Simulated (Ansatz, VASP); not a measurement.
# Co in two plane-wave programs

Wanted: the spread between two codes on one cell, functional and k mesh. The cell is taken from a series of runs on this material, whose earlier steps may have relaxed, scaled, displaced or heated it; both programs get it as it stands.

Method: plane waves, with VASP 6.6.1 beside it; r2SCAN, in Ansatz 0.2.0.

**1. The structure**

The structure is hexagonal, space group P6_3/mmc (No. 194). Conventional cell: a = 2.471 Å, b = 2.471 Å, c = 8.088 Å, α = 90.00°, β = 90.00°, γ = 120.00°. Nearest to Co lie 12 Co at 2.47 Å. Nearest to Co lie 12 Co at 2.47 Å.

As a file:

```cif
data_structure
_symmetry_space_group_name_H-M 'P 1'
_symmetry_Int_Tables_number 1
_cell_length_a 2.4706
_cell_length_b 2.4706
_cell_length_c 8.0882
_cell_angle_alpha 90.000
_cell_angle_beta 90.000
_cell_angle_gamma 120.000
_cell_volume 42.75
loop_
_atom_site_label
_atom_site_type_symbol
_atom_site_fract_x
_atom_site_fract_y
_atom_site_fract_z
_atom_site_occupancy
Co1 Co 0.00000 0.00000 0.00000 1
Co2 Co 0.33333 0.66667 0.25000 1
Co3 Co 0.00000 0.00000 0.50000 1
Co4 Co 0.66667 0.33333 0.75000 1
```

**2. Ansatz: single point, r2SCAN, pair 1**

Ansatz runs on its default PAW (the set named soft_2) files.

With cell and atoms fixed, the geometry can't cause a difference; cores, projectors, grids and the points listed under the comparison can.

input.yaml

```yaml
crystal:
  lattice:
    - [2.4705617809, 0.0, 0.0]
    - [-1.2352808905, 2.1395692639, 0.0]
    - [0.0, 0.0, 8.0882338]
  atoms:
    - { symbol: Co, position: [0.0, 0.0, 0.0], spin: 1.9 }
    - { symbol: Co, position: [0.33333333, 0.66666667, 0.25], spin: 1.93 }
    - { symbol: Co, position: [0.0, 0.0, 0.5], spin: 1.9 }
    - { symbol: Co, position: [0.66666667, 0.33333333, 0.75], spin: 1.93 }
magnetization:
  spin_polarized: true
kpoints:
  mp_grid: { grid: [18, 18, 5] }
hamiltonian:
  xc: r2scan
scf:
  occupations: { method: fermi_dirac, width: 0.1 }
  max_iter: 120
  convergence: { dr2_threshold: 1.0e-08 }
basis:
  ecutwfc: 500.0
checkpoint:
  read: start
  write: ck
  compress: false
  write_wavefunctions: false
  write_every: 100000
```

The run is started by

```sh
ansatz run input.yaml --threads 4 --pin off --max-ram 8192MiB --backend cpu --events-out ev --progress --plain --runs-dir out
```

Numbers of over 12 decimals in the logs are rounded to 6 here.

Log:

```text
Warning: checkpoint.read: spin seed differs: saved <digest>, current <digest>; the loaded state replaces the seed-built initial guess (but the starting_ns of a DFT+U solve that opens without the state's occupation matrices), so the run may converge into the producing seed's basin, or, where the symmetry group that follows from this deck's starting moments and starting_ns does not hold the saved magnetisation, lose th [...]
Engine: ansatz 0.2.0, aarch64-unknown-linux-gnu
Pseudopotentials: kind: paw
Pseudopotential: Co, paw, valence charge 17, recommended cutoff 500 eV (meta_gga), Co.paw.azcp
Functional definition: r2SCAN
  parameter k0 = 0.174
  parameter k1 = 0.065
  parameter a1 = 4.9479
  exchange = r2scan_x(k0 = k0, k1 = k1, a1 = a1)
  correlation = r2scan_c
Crystal: 4 atoms, lattice volume = 42.754 Å³
Basis set: ecut = 500 eV, 1091 PW (Γ), exchange–correlation on 80×80×240 points (64 copies of the dense FFT grid, shifted against one another)
Bands: 46, of which v1, the nominal top of the filled ones, is band 34 counted from 1 (33 counted from 0)
Symmetry: 24 space group operations
Space group: P63/mmc (ITA 194), of the structure as read, at distance tolerance 3.5e-5 Å
Magnetic group: BNS 194.263 (UNI 1493), of the structure as read, at distance tolerance 3.5e-5 Å
k-points: 111 of 1620
Non-local potential: Co, projectors of the file, l = 0: 3, l = 1: 2, l = 2: 3, l = 3: 1
PAW form: soft (Blöchl's): semilocal exchange-correlation on the pseudo side does not see the compensation charge
PAW frozen core: Co, regenerated for the run's functional (the file was generated under x = pbe(κ = 0.804, μ = 0.219515), c = pbe(β = 0.066725))
PAW one-centre angular grid: Co, 590 points (default); XC on 160 Gauss nodes
Initial density: read from a saved state, or passed on in memory by an earlier SCF of this step, an earlier step, the calling program or the single point that the run made first
Stability of the state it starts from, as read at its close in the collinear treatment: not read, because the mixer in use, unlike msr1, does not test its closes by its own steps (another_mixer); its run was given moments
Starting moments: Σ|m| = 7.66 μB on 4 of 4 sites; this step starts from the density that it was given
Initial wavefunctions: pseudopotential atomic-orbital guess
Functional: x = r2scan, c = r2scan; τ floored in thin density (d = 2e-4 eV/Å³)
iter 1 solved again at ethr=6.04e-8 eV; its pass at ethr=3.10e-3 eV (dr2=4.10e-5 eV) is discarded
SCF iter   1: F=—  HF=-20526.203966 eV  |F-HF|=—  |Δ(HF+E_count)|=         —  Δρ=2.82e-4 (↑2.82e-4 ↓7.24e-5)  dr2=2.46e-5  dr2_τ=2.59e-7  dr2_m=1.05e-5  M=7.157 μB ∫|m|=8.284 μB  β_m=1.20  ethr=6.04e-8  ⟨swp⟩=3.6  Hψ=66109  notcnv=0
preconditioner: auto → Kerker (q_TF=auto, 2.948 Å⁻¹)  [metal: Δε(μ)=0.013 eV  Ē_g=10.291 eV  σ=0.100 eV  W_gap=0.03  n_scr=12 (ndim 8)  ℏωp=34.1 eV  f_vac=0.000  D(μ)=2.77/eV (n_scr^D=38)]
spin=Collinear: Kerker preconditioning applied to the charge; magnetization (m = ρ↑ − ρ↓) channel mixes plain (no charge-response kernel on spin).
SCF iter   2: F=—  HF=-20526.203971 eV  |F-HF|=—  |Δ(HF+E_count)|=   4.94e-6  Δρ=2.46e-4 (↑6.59e-5 ↓2.46e-4)  dr2=2.36e-5  dr2_τ=1.68e-7  dr2_m=5.08e-6  M=7.157 μB ∫|m|=8.285 μB  β_m=1.20  ethr=3.62e-8  ⟨swp⟩=2.2  Hψ=14472  notcnv=0  κ⁻¹=1.0e0(r=1)
SCF iter   3: F=—  HF=-20526.203976 eV  |F-HF|=—  |Δ(HF+E_count)|=   4.37e-6  Δρ=5.39e-5 (↑5.39e-5 ↓4.00e-5)  dr2=2.79e-6  dr2_τ=4.63e-8  dr2_m=6.66e-8  M=7.157 μB ∫|m|=8.285 μB  β_m=1.20  ethr=3.47e-8  ⟨swp⟩=1.0  Hψ=10212  notcnv=0  κ⁻¹=8.2e-2(r=2)
SCF iter   4: F=—  HF=-20526.203979 eV  |F-HF|=—  |Δ(HF+E_count)|=   2.80e-6  Δρ=3.98e-5 (↑3.53e-5 ↓3.98e-5)  dr2=1.47e-6  dr2_τ=1.34e-8  dr2_m=1.33e-7  M=7.157 μB ∫|m|=8.285 μB  β_m=1.20  ethr=4.10e-9  ⟨swp⟩=1.1  Hψ=10249  notcnv=0  κ⁻¹=5.4e-3(r=3)
SCF iter   5: F=—  HF=-20526.203981 eV  |F-HF|=—  |Δ(HF+E_count)|=   2.85e-6  Δρ=3.99e-5 (↑1.67e-5 ↓3.99e-5)  dr2=7.63e-7  dr2_τ=7.01e-9  dr2_m=1.41e-7  M=7.158 μB ∫|m|=8.285 μB  β_m=1.20  ethr=2.16e-9  ⟨swp⟩=2.3  Hψ=15121  notcnv=0  κ⁻¹=8.1e-4(r=4)
SCF iter   6: F=—  HF=-20526.203982 eV  |F-HF|=—  |Δ(HF+E_count)|=   9.51e-7  Δρ=2.52e-5 (↑1.26e-5 ↓2.52e-5)  dr2=4.20e-7  dr2_τ=2.19e-9  dr2_m=4.44e-8  M=7.158 μB ∫|m|=8.285 μB  β_m=1.20  ethr=1.12e-9  ⟨swp⟩=2.4  Hψ=15715  notcnv=0  κ⁻¹=1.1e-4(r=5)
SCF iter   7: F=—  HF=-20526.203983 eV  |F-HF|=—  |Δ(HF+E_count)|=   1.64e-7  Δρ=9.53e-6 (↑6.68e-6 ↓9.53e-6)  dr2=3.63e-8  dr2_τ=1.02e-9  dr2_m=1.68e-9  M=7.158 μB ∫|m|=8.286 μB  β_m=1.20  ethr=6.17e-10  ⟨swp⟩=1.8  Hψ=13461  notcnv=0  κ⁻¹=4.0e-5(r=6)
SCF iter   8: F=—  HF=-20526.203983 eV  |F-HF|=—  |Δ(HF+E_count)|=   3.26e-8  Δρ=1.01e-5 (↑3.88e-6 ↓1.01e-5)  dr2=4.99e-8  dr2_τ=4.44e-10  dr2_m=4.88e-9  M=7.158 μB ∫|m|=8.286 μB  β_m=1.20  ethr=5.34e-11  ⟨swp⟩=2.2  Hψ=17571  notcnv=0  κ⁻¹=1.7e-5(r=7)
SCF iter   9: F=—  HF=-20526.203983 eV  |F-HF|=—  |Δ(HF+E_count)|=   1.01e-8  Δρ=6.76e-6 (↑2.29e-6 ↓6.76e-6)  dr2=2.62e-8  dr2_τ=1.27e-10  dr2_m=2.58e-9  M=7.158 μB ∫|m|=8.286 μB  β_m=1.20  ethr=5.34e-11  ⟨swp⟩=1.1  Hψ=11053  notcnv=0  κ⁻¹=4.4e-6(r=8)
SCF iter  10: F=-20526.203983 eV  HF=-20526.203983 eV  |F-HF|=1.12e-9  |Δ(HF+E_count)|=   3.03e-9  Δρ=1.32e-6 (↑1.12e-6 ↓1.32e-6)  dr2=7.20e-10  dr2_τ=1.72e-11  dr2_m=1.24e-11  M=7.158 μB ∫|m|=8.286 μB  ethr=1.47e-11  ⟨swp⟩=2.0  Hψ=24318  notcnv=0
SCF 1 converged in 10 iterations: F = -20526.203983 eV  dr2 = 7.20e-10
  greatest PAW one-centre occupation: 1.004 electrons in one spin orbital (limit 2), on the Co atom at site 2 (counted from 0), in its partial waves of l = 1
this state was not tested for a lower state beside it, because the mixer in use, unlike msr1, does not test its closes by its own steps (another_mixer; see scf.mixing.algorithm and scf.lower_state_search)
SCF converged after 10 iterations
Magnetization: 7.1578 μB (37.5789 up, 30.4211 down)
Absolute magnetization: 8.2916 μB (∫|ρ↑−ρ↓|, with the PAW one-centre terms)
Spin contamination: 0.2456 ħ² per cell (⟨S²⟩ above its minimum at these occupations)
Per-site moments (μB) at R_I (Å): [(1.900590, 1.019107), (1.928225, 1.019107), (1.900590, 1.019107), (1.928225, 1.019107)]
Free energy (F): -20526.203983 eV
Harris-Foulkes:  -20526.203983 eV  (|F-HF|=1.12e-9)
Internal energy: -20526.109181 eV  (E = F + TS)
E sigma→0 (E₀):  -20526.156582 eV
Entropy (-TS):   -0.094801 eV (-23.700 meV/atom)
Fermi energy:    19.214116 eV
--- Per-component energies (eV) ---
  E_band       = -1055.099497
  E_kinetic    = 1817.370224
  E_local      = -11249.207663  (includes V_loc(G=0)·N_el)
  E_nonlocal   = 1824.505837
  E_hartree    = 4721.604713
  E_xc         = -631.184203
  E_vxc        = -920.690433  (∫ρ·V_xc dr)
  E_paw        = -6095.156211  (= ΣΔE_a)
  E_vpaw       = -2029.209943  (= ΣTr[D̂ρ^β])
  E_aug_tail   = 0.000148  (compensation charges beyond the density's cutoff)
  E_vtau       = 58.925448  (kinetic-family band-sum trace: ∫τ·v_τ [+ j·A + Jᵃ·Aᵃ] dr)
  E_ewald      = -10912.861201
  E_core_change = -1.180825  (= ΣΔE_core)
  E_smearing   = -0.094801  (= −TS)
  E_closure    = 0.000000  (closes the sum)
  Σ components = -20526.203983   (vs F -20526.203983, Δ=0.00e0)
```

The column dr2 measures how far the density is from self-consistency, as an energy; F and HF (Harris–Foulkes) agree once it is small.

**3. VASP: single point, r2SCAN, pair 1**

The same cell, functional, mesh and smearing now go to VASP, with its own data sets.

Lines of VASP's logs that name or quote its potential files are left out, and so is its time.

INCAR

```
SYSTEM = Co
PREC = Accurate
ENCUT = 580
EDIFF = 1E-06
NELM = 200
ISMEAR = -1
SIGMA = 0.1
LREAL = .FALSE.
ALGO = Normal
METAGGA = R2SCAN
LASPH = .TRUE.
NBANDS = 31
ISPIN = 2
MAGMOM = 1.9 1.93 1.9 1.93
LMAXMIX = 4
LORBIT = 11
LWAVE = .FALSE.
LCHARG = .FALSE.
ISIF = 2
GGA_COMPAT = .FALSE.
LMIXTAU = .TRUE.
KPAR = 2
```

POSCAR

```
Co
1.0
    2.4705617809      0.0000000000      0.0000000000
   -1.2352808905      2.1395692639      0.0000000000
    0.0000000000      0.0000000000      8.0882338000
Co
4
Direct
    0.0000000000      0.0000000000      0.0000000000
    0.3333333333      0.6666666667      0.2500000000
    0.0000000000      0.0000000000      0.5000000000
    0.6666666667      0.3333333333      0.7500000000
```

KPOINTS

```
Automatic mesh
0
Gamma
18 18 5
0 0 0
```

PAW data sets: Co (PBE family, release 64).

The run is started by

```sh
mpirun -np 2 vasp_std
```

Log:

```text
[banner, memory and clock lines left out]
running    2 mpi-ranks, on    1 nodes
 distrk:  each k-point on    1 cores,    2 groups
 distr:  one band on    1 cores,    1 groups

 POSCAR found type information on POSCAR Co
 POSCAR found :  1 types and       4 ions
|                                                                             |
|               ----> ADVICE to this user running VASP <----                  |
|                                                                             |
|     You enforced a specific xc type in the INCAR file but a different       |
|     [... a line on the potential file left out ...]
|     I HOPE YOU KNOW WHAT YOU ARE DOING!                                     |
|                                                                             |

 LDA part: xc-table for (None), standard interpolation
 POSCAR, INCAR and KPOINTS ok, starting setup
 FFT: planning ... GRIDC
 FFT: planning ... GRID_SOFT
 FFT: planning ... GRID
 WAVECAR not read
 entering main loop
       N       E                     dE             d eps       ncg     rms          rms(c)
DAV:   1     0.231135760631E+03    0.23114E+03   -0.16741E+04 13956   0.173E+03
DAV:   2    -0.441906204672E+02   -0.27533E+03   -0.25482E+03 13792   0.326E+02
DAV:   3    -0.626030579225E+02   -0.18412E+02   -0.17402E+02 15346   0.112E+02
DAV:   4    -0.629550426173E+02   -0.35198E+00   -0.35138E+00 17526   0.150E+01
DAV:   5    -0.629713767853E+02   -0.16334E-01   -0.16333E-01 19801   0.248E+00    0.251E+01
DAV:   6    -0.557228239484E+02    0.72486E+01   -0.39237E+01 15431   0.957E+01    0.136E+01
DAV:   7    -0.527226805335E+02    0.30001E+01   -0.44624E+00 16233   0.355E+01    0.887E+00
DAV:   8    -0.538163307026E+02   -0.10937E+01   -0.48227E+00 17426   0.484E+01    0.152E+01
DAV:   9    -0.529057633841E+02    0.91057E+00   -0.21821E+00 17420   0.351E+01    0.313E+00
DAV:  10    -0.528997576625E+02    0.60057E-02   -0.24829E-01 17682   0.670E+00    0.813E-01
DAV:  11    -0.529111497742E+02   -0.11392E-01   -0.32645E-02 16405   0.163E+00    0.471E-01
DAV:  12    -0.529157217355E+02   -0.45720E-02   -0.32837E-03 23466   0.580E-01    0.231E-01
DAV:  13    -0.529202079153E+02   -0.44862E-02   -0.32154E-03 18779   0.579E-01    0.154E-01
DAV:  14    -0.529206865630E+02   -0.47865E-03   -0.18789E-03 19902   0.465E-01    0.107E-01
DAV:  15    -0.529212644524E+02   -0.57789E-03   -0.80723E-04 17831   0.350E-01    0.486E-02
DAV:  16    -0.529213448425E+02   -0.80390E-04   -0.29398E-04 23068   0.204E-01    0.489E-02
DAV:  17    -0.529213320783E+02    0.12764E-04   -0.50785E-05 17220   0.111E-01    0.181E-02
DAV:  18    -0.529213308571E+02    0.12212E-05   -0.74137E-06 16449   0.408E-02    0.739E-03
DAV:  19    -0.529213307491E+02    0.10800E-06   -0.32949E-06 12432   0.182E-02
   1 F= -.52921331E+02 E0= -.52872976E+02  d E =-.967094E-01  mag=     7.1183
```

From OUTCAR (step 3):

```text
ion  position               nearest neighbor table
   1  0.000  0.000  0.000-   2 2.47   4 2.47   4 2.47   2 2.47   4 2.47   2 2.47
   2  0.333  0.667  0.250-   1 2.47   3 2.47   1 2.47   3 2.47   1 2.47   3 2.47
   3  0.000  0.000  0.500-   2 2.47   4 2.47   4 2.47   2 2.47   4 2.47   2 2.47
   4  0.667  0.333  0.750-   1 2.47   3 2.47   1 2.47   3 2.47   1 2.47   3 2.47

  LATTYP: Found a hexagonal cell.
 ALAT       =     2.4705617809
 C/A-ratio  =     3.2738439745

 Subroutine GETGRP returns: Found 24 space group operations
 (whereof 12 operations were pure point group operations)

The static configuration has the point symmetry D_3d.
 The point group associated with its full space group is D_6h.

 Found    111 irreducible k-points:

   k-points           NKPTS =    111   k-points in BZ     NKDIM =    111   number of bands    NBANDS=     31

   dimension x,y,z NGX =    20 NGY =   20 NGZ =   64
   dimension x,y,z NGXF=    40 NGYF=   40 NGZF=  128

   ENCUT  =  580.0 eV  42.63 Ry    6.53 a.u.   4.85  4.85 15.88*2*pi/ulx,y,z

   NELECT =      36.0000    total number of electrons

 k-points in reciprocal lattice and weights: Automatic mesh
   0.00000000  0.00000000  0.00000000       0.001
   0.05555556  0.00000000  0.00000000       0.004
   0.11111111  0.00000000  0.00000000       0.004
   0.16666667  0.00000000  0.00000000       0.004
   0.22222222  0.00000000  0.00000000       0.004
   0.27777778  0.00000000  0.00000000       0.004
   0.33333333  0.00000000  0.00000000       0.004
   0.38888889  0.00000000  0.00000000       0.004
   0.44444444  0.00000000  0.00000000       0.004
[...]
0.33333333  0.27777778  0.40000000       0.015
   0.33333333  0.33333333  0.40000000       0.002

 average (electrostatic) potential at core
       1 -82.9806       2 -83.0257       3 -82.9806       4 -83.0257

 E-fermi :  10.6642

 spin component 1
 k-point     1 :       0.0000    0.0000    0.0000
  band No.  band energies     occupation
    ...
     20       8.6141      1.00000
     21       8.6141      1.00000
     22       9.0205      1.00000
     23       9.0205      1.00000
     24      10.1351      0.99499
     25      16.6763      0.00000
     26      25.6536      0.00000
     27      25.6664      0.00000
     28      33.2760      0.00000
     29      33.8878      0.00000
    ...

 k-point     2 :       0.0556    0.0000    0.0000
  band No.  band energies     occupation
    ...
     19       8.3371      1.00000
     20       8.6088      1.00000
     21       8.6216      1.00000
     22       8.6674      1.00000
     23       9.0273      1.00000
     24      10.6782      0.46501
     25      16.6980      0.00000
     26      25.7351      0.00000
     27      25.7469      0.00000
     28      32.5305      0.00000
    ...

 k-point     3 :       0.1111    0.0000    0.0000
  band No.  band energies     occupation
    ...
     19       8.2881      1.00000
     20       8.5961      1.00000
     21       8.6065      1.00000
     22       8.8189      1.00000
     23       9.0460      1.00000
     24      11.6517      0.00005
     25      16.7680      0.00000
     26      25.9748      0.00000
     27      25.9834      0.00000
     28      30.1979      0.00000
    ...

 k-point     4 :       0.1667    0.0000    0.0000
  band No.  band energies     occupation
    ...
     19       8.3150      1.00000
     20       8.5868      1.00000
     21       8.8828      1.00000
     22       9.0438      1.00000
     23       9.0731      1.00000
     24      12.7719      0.00000
     25      16.8999      0.00000
     26      26.3235      0.00000
     27      26.3444      0.00000
     28      27.5413      0.00000
    ...

 k-point     5 :       0.2222    0.0000    0.0000
  band No.  band energies     occupation
    ...
     19       8.3635      1.00000
     20       8.6032      1.00000
     21       9.1053      1.00000
     22       9.1884      1.00000
     23       9.3187      1.00000
     24      13.9959      0.00000
     25      17.1065      0.00000
     26      24.7767      0.00000
     27      26.3782      0.00000
     28      26.8578      0.00000
    ...

 k-point     6 :       0.2778    0.0000    0.0000
  band No.  band energies     occupation
    ...
     19       8.4718      1.00000
     20       8.6793      1.00000
     21       9.1426      1.00000
     22       9.5273      0.99999
     23       9.6480      0.99996
     24      15.3046      0.00000
     25      17.3636      0.00000
     26      22.3273      0.00000
     27      24.3921      0.00000
     28      24.6183      0.00000
    ...

  Total        0.0704949      0.0704949     -0.1758304     -0.0000000     -0.0000000      0.0000000
  in kB        2.6417559      2.6417559     -6.5891418     -0.0000000     -0.0000000      0.0000000
  external PRESSURE =      -0.4352100 kB  Pullay stress =       0.0000000 kB

  energy-cutoff  :      580.00
  volume of cell :       42.75
      direct lattice vectors                 reciprocal lattice vectors
     2.470561781  0.000000000  0.000000000     0.404766239  0.233691897  0.000000000
    -1.235280890  2.139569264  0.000000000     0.000000000  0.467383794  0.000000000
     0.000000000  0.000000000  8.088233800     0.000000000  0.000000000  0.123636386

 POSITION                                       TOTAL-FORCE (eV/Angst)
 -----------------------------------------------------------------------------------
      0.00000      0.00000      0.00000         0.000000      0.000000      0.000000
     -0.00000      1.42638      2.02206        -0.000000      0.000000     -0.000000
      0.00000      0.00000      4.04412         0.000000      0.000000      0.000000
      1.23528      0.71319      6.06618         0.000000     -0.000000      0.000000
 -----------------------------------------------------------------------------------
    total drift:                                0.000000     -0.000000      0.000000

  FREE ENERGIE OF THE ION-ELECTRON SYSTEM (eV)
  ---------------------------------------------------
  free  energy   TOTEN  =       -52.9213307491 eV

  energy  without entropy=      -52.8246213751  energy(sigma->0) =      -52.87297606

 total charge
# of ion       s       p       d       tot
------------------------------------------
    1        0.519   0.574   7.235   8.328
    2        0.517   0.578   7.225   8.320
    3        0.519   0.574   7.235   8.328
    4        0.517   0.578   7.225   8.320
--------------------------------------------------
tot          2.071   2.305  28.921  33.296

 magnetization (x)
# of ion       s       p       d       tot
------------------------------------------
    1       -0.008  -0.074   1.906   1.825
    2       -0.007  -0.076   1.933   1.850
    3       -0.008  -0.074   1.906   1.825
    4       -0.007  -0.076   1.933   1.850
--------------------------------------------------
tot         -0.031  -0.299   7.678   7.348

[... 6 further parts left out ...]
```

The magnetic state follows from one typed start and may not be the lowest. SCAN-type functionals tend to overstate the moments of itinerant magnets.

**4. Side by side**

Known differences besides the potentials themselves: VASP starts from the moments at which Ansatz ended; VASP keeps PBE cores, Ansatz makes them for the functional; the data sets hold 68 valence electrons in Ansatz (on its default PAW (the set named soft_2) files) and 36 in VASP; the cutoff is 500 eV in Ansatz and 580 eV in VASP; site moments are counted in spheres of each program's own size. Total energies have different zeros and are not compared.

The two programs side by side:

```tsv
quantity	Ansatz	VASP	difference
total moment (μB)	7.16	7.12	+0.04
moment on Co2 (μB)	1.93	1.85	+0.08
moment on Co4 (μB)	1.93	1.85	+0.08
moment on Co1 (μB)	1.90	1.82	+0.08
moment on Co3 (μB)	1.90	1.82	+0.08
```

[end of part 1 of 2]

[Lines on the potential files, build, host, timing and source positions are cut from VASP's logs without a mark.]

[Logs are printed without paths, hosts, clocks, repeated set-up lines and the standing remarks that a program may print on its own settings, such as how far it seeks lower states.]

[Hosts, paths, dates, database ids (printed as entryN), source tags and the programs' standing remarks are cut or masked in the printed files.]
